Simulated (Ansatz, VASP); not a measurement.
MgBe5 in VASP and in Ansatz

```
Mg Be
1.0
     4.42815    0.00000    0.00000
    -2.21407    3.83489    0.00000
     0.00000    0.00000    3.56443
Mg Be
1 5
Direct
  0.00000 0.00000 0.00000
  0.33333 0.66667 0.00000
  0.66667 0.33333 0.00000
  0.50000 0.00000 0.50000
  0.50000 0.50000 0.50000
  0.00000 0.50000 0.50000
```

Change from the starting cell: species swapped into the SmCu5 type (P6/mmm, No. 191).

Alike in both runs: functional PBE; k mesh 12 × 12 × 10; occupations gaussian, width 0.1 eV; no spin polarisation.

Ansatz relaxed the structure, and its values are those at the end. VASP's run is a single point on that final structure, the one shown.

|  | VASP | Ansatz |
| --- | --- | --- |
| version | VASP 6.6.1 | Ansatz 0.2.0 |
| potentials or method | VASP PAW PBE potentials, release 64 (Mg, Be) | scalar-relativistic, plane waves, PAW |
| plane-wave cutoff (eV) | 520 | 420 |
| valence electrons in the cell | 12 | 20 |

|  | VASP | Ansatz | Ansatz less VASP |
| --- | --- | --- | --- |
| gap on the k mesh at the Fermi level (eV) | none | none | - |
| pressure (GPa) | 0.0 | 0.0 | -0.01 |

A gap of «none» marks a metal or a gap that the smearing closes. The two sets of potentials don't hold the same shells in valence.
